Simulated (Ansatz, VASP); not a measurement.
**Cross-check of Ga12Ge13O44 (amorphous 32Ga2O3-68GeO2 (mol %)) between VASP and Ansatz**

Aim: how closely do two programs agree when they are given the same cell, functional and k mesh? Of the first pair: The structure shown is the start of the Ansatz relaxation below; VASP solves that cell, so the two are compared at the walk's first step.

Program: Ansatz 0.2.0. Level of theory: plane waves, with VASP 6.6.1 beside it; single point at PBE. Results are calculated unless marked as measured.

### Step 1. Set-up

The cell holds 69 atoms: 12 Ga, 13 Ge and 44 O. Its edges and angles: a = 10.328 Å, b = 10.328 Å, c = 10.328 Å, α = 90.0°, β = 90.0°, γ = 90.0°. As first built, before any earlier steps moved the atoms (in the runner's words): 69 atoms (12 Fe, 13 Ge, 44 O) placed at random at 3.56 g/cm^3, melted at 5000 K for 10 ps at fixed volume with the Morse and Coulomb pair potential with partial charges (Pedone, Malavasi, Menziani, Cormack and Segre, J. Phys. Chem. B 110, 11780 (2006)). Quenched from 5000 K to 300 K at 20 K/ps and fixed volume, held 5 ps, then minimised at fixed cell. Then Fe was replaced by Ga and the cell scaled by 1.006 (the potential has no terms for the new elements, so the cell is a start for a DFT relaxation). The cell carries charge −1.

### Step 2. Ansatz: relaxation, PBE

Ansatz runs on its PAW soft_1 files.

The two programs are compared at the cell with which this relaxation starts, whose forces are those of its first step.

input.yaml

```yaml
crystal:
  lattice:
    - [10.3277, 0.0, 0.0]
    - [0.0, 10.3277, 0.0]
    - [0.0, 0.0, 10.3277]
  atoms:
    - { symbol: Ga, position: [0.31675, 0.82156, 0.88505] }
    - { symbol: Ga, position: [0.31051, 0.69947, 0.15666] }
    - { symbol: Ga, position: [0.3049, 0.09834, 0.09262] }
    - { symbol: Ga, position: [0.10296, 0.6315, 0.89347] }
    - { symbol: Ga, position: [0.33819, 0.90504, 0.63885] }
    - { symbol: Ga, position: [0.56302, 0.94093, 0.08136] }
    - { symbol: Ga, position: [0.24725, 0.95502, 0.38097] }
    - { symbol: Ga, position: [0.84219, 0.45775, 0.04373] }
    - { symbol: Ga, position: [0.11154, 0.42886, 0.14291] }
    - { symbol: Ga, position: [0.08341, 0.87187, 0.12636] }
    - { symbol: Ga, position: [0.50896, 0.04112, 0.3482] }
    - { symbol: Ga, position: [0.8223, 0.7525, 0.99464] }
    - { symbol: Ge, position: [0.0119, 0.18619, 0.16309] }
    - { symbol: Ge, position: [0.38762, 0.46693, 0.31402] }
    - { symbol: Ge, position: [0.23244, 0.38905, 0.59209] }
    - { symbol: Ge, position: [0.55773, 0.59939, 0.94854] }
    - { symbol: Ge, position: [0.90991, 0.66493, 0.28513] }
    - { symbol: Ge, position: [0.10817, 0.68962, 0.55465] }
    - { symbol: Ge, position: [0.92184, 0.88023, 0.73325] }
    - { symbol: Ge, position: [0.61968, 0.28337, 0.17013] }
    - { symbol: Ge, position: [0.03436, 0.12476, 0.54703] }
    - { symbol: Ge, position: [0.78757, 0.17213, 0.37412] }
    - { symbol: Ge, position: [0.59476, 0.72769, 0.3601] }
    - { symbol: Ge, position: [0.31984, 0.38647, 0.90802] }
    - { symbol: Ge, position: [0.61642, 0.76951, 0.68999] }
    - { symbol: O, position: [0.70419, 0.6012, 0.04513] }
    - { symbol: O, position: [0.0886, 0.02343, 0.4225] }
    - { symbol: O, position: [0.9304, 0.5929, 0.94013] }
    - { symbol: O, position: [0.24173, 0.67277, 0.79314] }
    - { symbol: O, position: [0.22055, 0.83153, 0.2482] }
    - { symbol: O, position: [0.7579, 0.86379, 0.67652] }
    - { symbol: O, position: [0.97547, 0.03396, 0.68195] }
    - { symbol: O, position: [0.97591, 0.31658, 0.04942] }
    - { symbol: O, position: [0.17651, 0.75377, 0.02438] }
    - { symbol: O, position: [0.43366, 0.70634, 0.01557] }
    - { symbol: O, position: [0.87837, 0.10792, 0.23594] }
    - { symbol: O, position: [0.25059, 0.53399, 0.22517] }
    - { symbol: O, position: [0.32343, 0.38763, 0.7366] }
    - { symbol: O, position: [0.1832, 0.47636, 0.97587] }
    - { symbol: O, position: [0.12908, 0.28109, 0.24617] }
    - { symbol: O, position: [0.99753, 0.73324, 0.67793] }
    - { symbol: O, position: [0.94894, 0.51885, 0.19964] }
    - { symbol: O, position: [0.66328, 0.07295, 0.43292] }
    - { symbol: O, position: [0.5802, 0.11242, 0.16459] }
    - { symbol: O, position: [0.55612, 0.87077, 0.2688] }
    - { symbol: O, position: [0.3922, 0.95517, 0.02128] }
    - { symbol: O, position: [0.11092, 0.0508, 0.09969] }
    - { symbol: O, position: [0.62592, 0.62963, 0.79138] }
    - { symbol: O, position: [0.89965, 0.21859, 0.49394] }
    - { symbol: O, position: [0.12144, 0.51762, 0.56835] }
    - { symbol: O, position: [0.93971, 0.85976, 0.90165] }
    - { symbol: O, position: [0.47576, 0.84784, 0.74576] }
    - { symbol: O, position: [0.70704, 0.33643, 0.0367] }
    - { symbol: O, position: [0.01481, 0.70983, 0.4072] }
    - { symbol: O, position: [0.92154, 0.79156, 0.16158] }
    - { symbol: O, position: [0.15463, 0.23704, 0.59839] }
    - { symbol: O, position: [0.23975, 0.79381, 0.52202] }
    - { symbol: O, position: [0.35626, 0.40275, 0.46788] }
    - { symbol: O, position: [0.71409, 0.3154, 0.312] }
    - { symbol: O, position: [0.67989, 0.86139, 0.98424] }
    - { symbol: O, position: [0.39356, 0.98717, 0.48848] }
    - { symbol: O, position: [0.46518, 0.35466, 0.21362] }
    - { symbol: O, position: [0.34323, 0.07736, 0.26904] }
    - { symbol: O, position: [0.24469, 0.94931, 0.77998] }
    - { symbol: O, position: [0.4764, 0.44846, 0.94665] }
    - { symbol: O, position: [0.30328, 0.23749, 0.98509] }
    - { symbol: O, position: [0.46272, 0.62754, 0.29652] }
    - { symbol: O, position: [0.74551, 0.65316, 0.33083] }
    - { symbol: O, position: [0.56843, 0.72556, 0.52747] }
total_charge: -1
kpoints:
  mp_grid: { grid: [1, 1, 1] }
hamiltonian:
  xc: pbe
  pseudopotentials: { kind: paw, azcp: { folder: soft_1 } }
scf:
  occupations: { method: fermi_dirac, width: 0.01 }
  lower_state_search: "off"
output:
  forces: true
magnetization:
  spin_polarized: true
  initial_magnetization: 1
relax:
  f_tol: 0.05
  max_steps: 90
```

Launch:

```sh
> ansatz run input.yaml --threads 4 --pin off --max-ram 8192MiB --backend cpu --events-out ev --progress --plain --runs-dir out
```

Numbers of over 12 decimals in the logs are rounded to 6 here.

What it wrote:

```text
Engine: ansatz 0.2.0, aarch64-unknown-linux-gnu
Pseudopotentials: kind: paw
Pseudopotential: Ga, paw, valence charge 13, recommended cutoff 420 eV (normal), soft_1/Ga.paw.azcp
Pseudopotential: Ge, paw, valence charge 14, recommended cutoff 420 eV (normal), soft_1/Ge.paw.azcp
Pseudopotential: O, paw, valence charge 6, recommended cutoff 420 eV (normal), soft_1/O.paw.azcp
Functional definition: PBE
  parameter kappa = 0.804
  parameter beta = 0.066725
  exchange = pbe_x(kappa = kappa, mu = beta*pi^2/3)
  correlation = pbe_c(beta = beta)
Crystal: 69 atoms, lattice volume = 1101.567 Å³
Basis set: ecut = 420 eV, 21559 PW (Γ), exchange–correlation on 144×144×144 points (8 copies of the dense FFT grid, shifted against one another)
Bands: 371, of which v1, the nominal top of the filled ones, is band 302 counted from 1 (301 counted from 0)
Symmetry: 1 space group operations
Space group: P1 (ITA 1), of the structure as read, at distance tolerance 1.0e-4 Å
Magnetic group: BNS 1.1 (UNI 1), of the structure as read, at distance tolerance 1.0e-4 Å
k-points: 1
Non-local potential: Ga, projectors of the file, l = 0: 2, l = 1: 2, l = 2: 3, l = 3: 1
Non-local potential: Ge, projectors of the file, l = 0: 2, l = 1: 2, l = 2: 3, l = 3: 1
Non-local potential: O, projectors of the file, l = 0: 2, l = 1: 2, l = 2: 1
PAW form: soft (Blöchl's): semilocal exchange-correlation on the pseudo side does not see the compensation charge
PAW one-centre angular grid: Ga, 590 points (default); XC on 64 Gauss nodes
PAW one-centre angular grid: Ge, 590 points (default); XC on 64 Gauss nodes
PAW one-centre angular grid: O, 110 points (default); XC on 64 Gauss nodes
Initial density: superposition of atomic densities (chi_scale 0.1, normalization cell, long waves kept (reshape's long-wave potential 0.71 eV rms))
Starting moments: Σ|m| = 1 μB on 69 of 69 sites
Initial wavefunctions: pseudopotential atomic-orbital guess
Functional: x = pbe(κ = 0.804, μ = 0.219515), c = pbe(β = 0.066725)
SCF iter   1: F=—  HF=-126210.655749 eV  |F-HF|=—  |Δ(HF+E_count)|=         —  Δρ=4.64e-2 (↑4.41e-2 ↓4.64e-2)  dr2=6.25e1  dr2_m=2.51e-2  M=1.000 μB ∫|m|=1.080 μB  β_m=1.00  ethr=3.10e-3  ⟨swp⟩=6.0  Hψ=2996  notcnv=0
preconditioner: auto → Resta (q_TF=auto, 2.468 Å⁻¹)  ε∞=2.9  [insulator: Δε(μ)=1.830 eV  Ē_g=19.829 eV  σ=0.010 eV  W_gap=1.00  n_scr=256 (ndim 8)  ℏωp=27.5 eV  f_vac=0.213  D(μ)=0.00/eV (n_scr^D=0)  ε∞_Penn≈2.9]
spin=Collinear: Resta preconditioning applied to the charge; magnetization (m = ρ↑ − ρ↓) channel mixes plain (no charge-response kernel on spin).
SCF iter   2: F=—  HF=-126198.683872 eV  |F-HF|=—  |Δ(HF+E_count)|=         —  Δρ=2.83e-2 (↑2.82e-2 ↓2.83e-2)  dr2=2.28e1  dr2_m=1.25e-3  M=0.788 μB ∫|m|=0.904 μB  β_m=0.30  ethr=3.10e-3  ⟨swp⟩=3.0  Hψ=1341  notcnv=0  defer=126
Mixer restart at iter 2: flushing history
SCF iter   3: F=—  HF=-126194.929529 eV  |F-HF|=—  |Δ(HF+E_count)|=    3.75e0  Δρ=1.95e-2 (↑1.95e-2 ↓1.94e-2)  dr2=1.04e1  dr2_m=1.33e-3  M=0.764 μB ∫|m|=0.877 μB  β_m=0.30  ethr=3.10e-3  ⟨swp⟩=3.0  Hψ=633  notcnv=0  defer=126
SCF iter   4: F=—  HF=-126191.943982 eV  |F-HF|=—  |Δ(HF+E_count)|=    2.99e0  Δρ=5.16e-3 (↑5.16e-3 ↓5.00e-3)  dr2=7.14e-1  dr2_m=2.01e-3  M=0.718 μB ∫|m|=0.829 μB  β_m=0.30  ethr=1.72e-3  ⟨swp⟩=3.0  Hψ=1250  notcnv=0  defer=127
SCF iter   5: F=—  HF=-126191.865634 eV  |F-HF|=—  |Δ(HF+E_count)|=   7.83e-2  Δρ=1.79e-3 (↑1.72e-3 ↓1.79e-3)  dr2=1.16e-1  dr2_m=1.17e-3  M=0.711 μB ∫|m|=0.820 μB  β_m=0.30  ethr=1.18e-4  ⟨swp⟩=2.0  Hψ=1255  notcnv=0  defer=127
SCF iter   6: F=—  HF=-126191.928571 eV  |F-HF|=—  |Δ(HF+E_count)|=   6.29e-2  Δρ=1.29e-3 (↑1.19e-3 ↓1.29e-3)  dr2=4.31e-2  dr2_m=6.12e-4  M=0.710 μB ∫|m|=0.818 μB  β_m=0.30  ethr=1.92e-5  ⟨swp⟩=3.5  Hψ=1231  notcnv=0  defer=127
SCF iter   7: F=—  HF=-126191.956906 eV  |F-HF|=—  |Δ(HF+E_count)|=   2.83e-2  Δρ=4.17e-4 (↑3.49e-4 ↓4.17e-4)  dr2=5.67e-3  dr2_m=2.96e-4  M=0.706 μB ∫|m|=0.813 μB  β_m=0.30  ethr=7.15e-6  ⟨swp⟩=3.0  Hψ=1018  notcnv=0  defer=127
SCF iter   8: F=—  HF=-126191.957854 eV  |F-HF|=—  |Δ(HF+E_count)|=   9.48e-4  Δρ=2.04e-4 (↑2.04e-4 ↓1.83e-4)  dr2=1.27e-3  dr2_m=1.69e-4  M=0.704 μB ∫|m|=0.811 μB  β_m=0.30  ethr=9.40e-7  ⟨swp⟩=2.0  Hψ=1357  notcnv=0  defer=127
Mixer restart at iter 8: flushing history
spin-set hold released at iteration 8 (site moments contracting): the magnetisation degrees of freedom join the quasi-Newton model from the next iteration; the mixer history was flushed
SCF iter   9: F=—  HF=-126191.958402 eV  |F-HF|=—  |Δ(HF+E_count)|=   5.48e-4  Δρ=1.51e-4 (↑1.51e-4 ↓1.33e-4)  dr2=7.19e-4  dr2_m=9.48e-5  M=0.704 μB ∫|m|=0.812 μB  β_m=0.65  ethr=2.11e-7  ⟨swp⟩=1.5  Hψ=616  notcnv=0  defer=127
SCF iter  10: F=—  HF=-126191.959162 eV  |F-HF|=—  |Δ(HF+E_count)|=   7.60e-4  Δρ=4.88e-5 (↑4.88e-5 ↓4.11e-5)  dr2=1.14e-4  dr2_m=1.06e-6  M=0.706 μB ∫|m|=0.814 μB  β_m=0.68  ethr=1.19e-7  ⟨swp⟩=2.0  Hψ=1052  notcnv=0  defer=127
[...]
atom  15  Ge    -0.02000245     0.00493228     0.00837961
  atom  16  Ge    -0.01926779     0.01743130    -0.01182178
  atom  17  Ge     0.01936984     0.02982529     0.01768194
  atom  18  Ge    -0.00334961     0.01451571     0.03438680
  atom  19  Ge     0.02580325    -0.00309245    -0.00641394
  atom  20  Ge     0.02258409    -0.00159754     0.01037695
  atom  21  Ge     0.00209753    -0.00655305    -0.01204080
  atom  22  Ge     0.00606124    -0.00458980     0.00172290
  atom  23  Ge     0.04150576    -0.00335480     0.01222618
  atom  24  Ge    -0.01879071     0.00731595     0.00425188
  atom  25  Ge     0.02296656     0.00789835     0.01582855
  atom  26  O     -0.00297522    -0.00017099     0.00034625
  atom  27  O     -0.00093851    -0.00495159     0.00126819
  atom  28  O     -0.00411088     0.00588266    -0.00729687
  atom  29  O     -0.00368446    -0.00091307    -0.02644996
  atom  30  O     -0.01309308    -0.00488009    -0.01521268
  atom  31  O     -0.01812799    -0.00255985    -0.00003115
  atom  32  O     -0.00877607     0.00368558     0.00600819
  atom  33  O      0.00456372    -0.02108301     0.01062254
  atom  34  O     -0.01173302     0.00645391     0.01191978
  atom  35  O      0.01401555    -0.01495885    -0.00106805
  atom  36  O      0.00816914    -0.00187467    -0.00168338
  atom  37  O     -0.00028113    -0.00830070    -0.00502981
  atom  38  O      0.00758809    -0.00586063    -0.00692444
[...]
atom  62  O     -0.01922538     0.01313953     0.00512601
  atom  63  O      0.00372370    -0.00572935    -0.00100940
  atom  64  O      0.00378543    -0.01009713    -0.00368353
  atom  65  O      0.00324732     0.00705759     0.00400880
  atom  66  O      0.00583100     0.00129623    -0.01284432
  atom  67  O     -0.02923511     0.02066383    -0.03236469
  atom  68  O     -0.01358949    -0.00372529     0.02205839
  atom  69  O     -0.01368411     0.00370457    -0.03172630
  max |Σ_I F_I| component: 7.45e-6 eV/Å
--- Relaxed structure (3 steps of the walk, 3 accepted, 0 SCFs on fresh bases) ---
  F+E_penalty+E_count = -126191.98206954 eV   max|allowed force component| = 4.151e-2 eV/Å
  atoms:
    - { symbol: Ga, position: [0.316623, 0.821796, 0.885242] }
    - { symbol: Ga, position: [0.310777, 0.699336, 0.157323] }
    - { symbol: Ga, position: [0.304389, 0.097622, 0.092387] }
    - { symbol: Ga, position: [0.103892, 0.631009, 0.893358] }
    - { symbol: Ga, position: [0.338189, 0.905876, 0.639198] }
    - { symbol: Ga, position: [0.562642, 0.939561, 0.081562] }
    - { symbol: Ga, position: [0.246766, 0.955460, 0.380851] }
    - { symbol: Ga, position: [0.842879, 0.457716, 0.043187] }
    - { symbol: Ga, position: [0.111647, 0.428612, 0.142897] }
    - { symbol: Ga, position: [0.082769, 0.871664, 0.125869] }
    - { symbol: Ga, position: [0.508940, 0.041713, 0.347667] }
    - { symbol: Ga, position: [0.822684, 0.752502, 0.995544] }
    - { symbol: Ge, position: [0.012010, 0.185700, 0.161885] }
    - { symbol: Ge, position: [0.387525, 0.465902, 0.313424] }
    - { symbol: Ge, position: [0.233300, 0.388328, 0.592239] }
    - { symbol: Ge, position: [0.558513, 0.599542, 0.949100] }
    - { symbol: Ge, position: [0.909885, 0.663736, 0.286026] }
    - { symbol: Ge, position: [0.109021, 0.689732, 0.555958] }
    - { symbol: Ge, position: [0.921687, 0.881226, 0.734785] }
    - { symbol: Ge, position: [0.619193, 0.283128, 0.167636] }
    - { symbol: Ge, position: [0.033436, 0.125132, 0.547183] }
    - { symbol: Ge, position: [0.787115, 0.173295, 0.373011] }
    - { symbol: Ge, position: [0.594222, 0.727491, 0.360567] }
    - { symbol: Ge, position: [0.321043, 0.385940, 0.908224] }
    - { symbol: Ge, position: [0.616211, 0.770213, 0.690844] }
    - { symbol: O, position: [0.705136, 0.601136, 0.046056] }
    - { symbol: O, position: [0.087484, 0.022995, 0.423064] }
    - { symbol: O, position: [0.930855, 0.593072, 0.939417] }
    - { symbol: O, position: [0.241831, 0.673143, 0.791980] }
    - { symbol: O, position: [0.219854, 0.832214, 0.248142] }
    - { symbol: O, position: [0.757799, 0.864960, 0.677674] }
    - { symbol: O, position: [0.974020, 0.035500, 0.682786] }
    - { symbol: O, position: [0.976575, 0.316007, 0.047959] }
    - { symbol: O, position: [0.176595, 0.753482, 0.024019] }
    - { symbol: O, position: [0.433528, 0.706446, 0.014717] }
    - { symbol: O, position: [0.877978, 0.107885, 0.235652] }
    - { symbol: O, position: [0.249352, 0.533522, 0.225383] }
    - { symbol: O, position: [0.324711, 0.386257, 0.736658] }
    - { symbol: O, position: [0.183586, 0.475674, 0.975099] }
    - { symbol: O, position: [0.128338, 0.280481, 0.246418] }
    - { symbol: O, position: [0.997425, 0.734401, 0.678654] }
    - { symbol: O, position: [0.949008, 0.517758, 0.199315] }
    - { symbol: O, position: [0.662594, 0.075284, 0.433646] }
    - { symbol: O, position: [0.580765, 0.111551, 0.164025] }
    - { symbol: O, position: [0.556723, 0.871885, 0.269011] }
    - { symbol: O, position: [0.391948, 0.954908, 0.020850] }
    - { symbol: O, position: [0.110851, 0.050705, 0.097879] }
    - { symbol: O, position: [0.626384, 0.629704, 0.791186] }
    - { symbol: O, position: [0.899045, 0.219712, 0.493531] }
[...]
- { symbol: O, position: [0.464687, 0.353552, 0.211330] }
    - { symbol: O, position: [0.342801, 0.077811, 0.269051] }
    - { symbol: O, position: [0.243962, 0.949781, 0.780194] }
    - { symbol: O, position: [0.477920, 0.447896, 0.946347] }
    - { symbol: O, position: [0.304181, 0.236368, 0.984195] }
    - { symbol: O, position: [0.461897, 0.627778, 0.296220] }
    - { symbol: O, position: [0.745387, 0.651985, 0.332664] }
    - { symbol: O, position: [0.567711, 0.726568, 0.528685] }
```

In the SCF lines HF is the Harris–Foulkes energy and dr2 the Hartree energy of the density residual, in eV; the loop may stop once dr2 is under the threshold and the program's other checks hold. Hψ counts applications of the Hamiltonian.

(Continued in part 2 of 3.)

[Lines on the potential files, build, host, timing and source positions are cut from VASP's logs without a mark.]

[Logs are printed without paths, hosts, clocks, repeated set-up lines and the standing remarks that a program may print on its own settings, such as how far it seeks lower states.]

[Hosts, paths, dates, database ids (printed as entryN), source tags and the programs' standing remarks are cut or masked in the printed files.]
